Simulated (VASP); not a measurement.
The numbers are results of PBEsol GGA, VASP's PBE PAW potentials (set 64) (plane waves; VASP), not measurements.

A VASP calculation is set up with these files.

KPOINTS:
```
k-points along high-symmetry lines
15
Line-mode
Reciprocal
  0.000000   0.000000   0.000000 ! GAMMA
  0.500000   0.000000   0.500000 ! X

  0.500000   0.000000   0.500000 ! X
  0.625000   0.250000   0.625000 ! U

  0.375000   0.375000   0.750000 ! K
  0.000000   0.000000   0.000000 ! GAMMA

  0.000000   0.000000   0.000000 ! GAMMA
  0.500000   0.500000   0.500000 ! L

  0.500000   0.500000   0.500000 ! L
  0.500000   0.250000   0.750000 ! W

  0.500000   0.250000   0.750000 ! W
  0.500000   0.000000   0.500000 ! X
```

File POSCAR:
```
MgO
2.1041940
  0.0000000000   1.0000001455   1.0000001455
  1.0000001455   0.0000000000   1.0000001455
  1.0000001455   1.0000001455   0.0000000000
Mg O
1 1
Direct
  0.0000000000   1.0000000000   0.0000000000
  0.5000000000   0.5000000000   0.5000000000
```

INCAR:
```
# general
SYSTEM=MgO
PREC  =Accurate
ENCUT =520
LREAL =.FALSE.   # projection in real space or not
LASPH =.TRUE.   # aspherical one-centre terms
ICHARG=11

# electronic loop
EDIFF =1E-7   # SCF stop (eV)
NELM  =100
ALGO  =Normal   # blocked Davidson

# smearing
ISMEAR=0   # Gaussian
SIGMA =0.05   # width (eV)

# functional
GGA   =PS

# output
LWAVE =.FALSE.
LCHARG=.FALSE.
LORBIT=11
```

POTCAR, in this order: Mg O (PBE.64 set). Program: vasp_std. Read from the step before: CHGCAR.

What VASP printed:

**OUTCAR**
```
 ion  position               nearest neighbor table
   1  0.000  0.000  0.000-   2 2.10   2 2.10   2 2.10   2 2.10   2 2.10   2 2.10
   2  0.500  0.500  0.500-   1 2.10   1 2.10   1 2.10   1 2.10   1 2.10   1 2.10
  LATTYP: Found a face centered cubic cell.
 ALAT       =     4.2083886122
 Subroutine PRICEL returns:
 Original cell was already a primitive cell.
 Subroutine GETGRP returns: Found 48 space group operations
The static configuration has the point symmetry O_h .
The dynamic configuration has the point symmetry O_h .
 Subroutine INISYM returns: Found 48 space group operations
   k-points           NKPTS =     90   k-points in BZ     NKDIM =     90   number of bands    NBANDS=      8
   number of dos      NEDOS =    301   number of ions     NIONS =      2
   total plane-waves  NPLWV =  13824
   dimension x,y,z NGX =    24 NGY =   24 NGZ =   24
   dimension x,y,z NGXF=    48 NGYF=   48 NGZF=   48
   ions per type =               1   1
   PREC   = accura    normal or accurate (medium, high low for compatibility)
   ISTART =      0    job   : 0-new  1-cont  2-samecut
   ICHARG =     11    charge: 1-file 2-atom 10-const
   ISPIN  =      1    spin polarized calculation?
   LNONCOLLINEAR =      F non collinear calculations
   LSORBIT =      F    spin-orbit coupling
   INIWAV =      1    electr: 0-lowe 1-rand  2-diag
   ENCUT  =  520.0 eV  38.22 Ry    6.18 a.u.   5.53  5.53  5.53*2*pi/ulx,y,z
   NELM   =    100;   NELMIN=  2; NELMDL= -5     # of ELM steps
   EDIFF  = 0.1E-06   stopping-criterion for ELM
   LREAL  =      F    real-space projection
   NLSPLINE    = F    spline interpolate recip. space projectors
   LMAXMIX     =    2 max onsite mixed and CHGCAR
   VOSKOWN=      0    Vosko Wilk Nusair interpolation
   EDIFFG = 0.1E-05   stopping-criterion for IOM
   NSW    =      0    number of steps for IOM
   NBLOCK =      1;   KBLOCK =      1    inner block; outer block
   IBRION =     -1    ionic relax: 0-MD 1-quasi-New 2-CG
   NFREE  =      0    steps in history (QN), initial steepest desc. (CG)
   ISIF   =      2    stress and relaxation
   ISYM   =      2    0-nonsym 1-usesym 2-fastsym
   TEIN   =    0.0    initial temperature
   TEBEG  =    0.0;   TEEND  =   0.0 temperature during run
...
```

OSZICAR:
```
       N       E                     dE             d eps       ncg     rms          rms(c)
DAV:   1     0.135292754796E+02    0.13529E+02   -0.46736E+03  1656   0.875E+02
DAV:   2    -0.112672963511E+02   -0.24797E+02   -0.23837E+02  1840   0.133E+02
DAV:   3    -0.115623901462E+02   -0.29509E+00   -0.29509E+00  1672   0.167E+01
DAV:   4    -0.115629013054E+02   -0.51116E-03   -0.51116E-03  1968   0.696E-01
DAV:   5    -0.115629019268E+02   -0.62145E-06   -0.62145E-06  1792   0.172E-02
DAV:   6    -0.115629019276E+02   -0.80308E-09   -0.80305E-09  2008   0.495E-04
   1 F= -.11562902E+02 E0= -.11562902E+02  d E =-.651356E-20
```

**OUTCAR**
```
 val. band max:        3.0869018267   @ k =   0.0000   0.0000   0.0000

 cond. band min:       7.7465462984   @ k =   0.0000   0.0000   0.0000



 k-point     1 :       0.0000    0.0000    0.0000
  band No.  band energies     occupation
      1     -14.1326      2.00000
      2       3.0869      2.00000
      3       3.0869      2.00000
      4       3.0869      2.00000
      5       7.7465      0.00000
      6      18.7336      0.00000
      7      18.7336      0.00000
      8      18.7336      0.00000

 k-point     2 :       0.0357    0.0000    0.0357
  band No.  band energies     occupation
      1     -14.1139      2.00000
      2       2.9767      2.00000
      3       3.0660      2.00000
      4       3.0660      2.00000
      5       7.8700      0.00000
      6      18.4261      0.00000
      7      18.7800      0.00000
      8      18.7800      0.00000

 k-point     3 :       0.0714    0.0000    0.0714
  band No.  band energies     occupation
      1     -14.0585      2.00000
      2       2.6797      2.00000
      3       3.0051      2.00000
      4       3.0051      2.00000
      5       8.2073      0.00000
      6      17.7332      0.00000
      7      18.9156      0.00000
      8      18.9156      0.00000

 k-point     4 :       0.1071    0.0000    0.1071
  band No.  band energies     occupation
      1     -13.9687      2.00000
      2       2.2653      2.00000
      3       2.9091      2.00000
      4       2.9091      2.00000
      5       8.6903      0.00000
      6      16.9284      0.00000
      7      19.1301      0.00000
      8      19.1301      0.00000

 k-point     5 :       0.1429    0.0000    0.1429
  band No.  band energies     occupation
      1     -13.8483      2.00000
      2       1.7954      2.00000
      3       2.7855      2.00000
      4       2.7855      2.00000
      5       9.2581      0.00000
      6      16.1267      0.00000
      7      19.4080      0.00000
      8      19.4080      0.00000
...
```

The density is held fixed in this step, so its total energy and stress have no physical meaning.

The structure comes from a measured MgO entry (Fm-3m) of the Crystallography Open Database, whose conditions weren't checked. It was relaxed first.
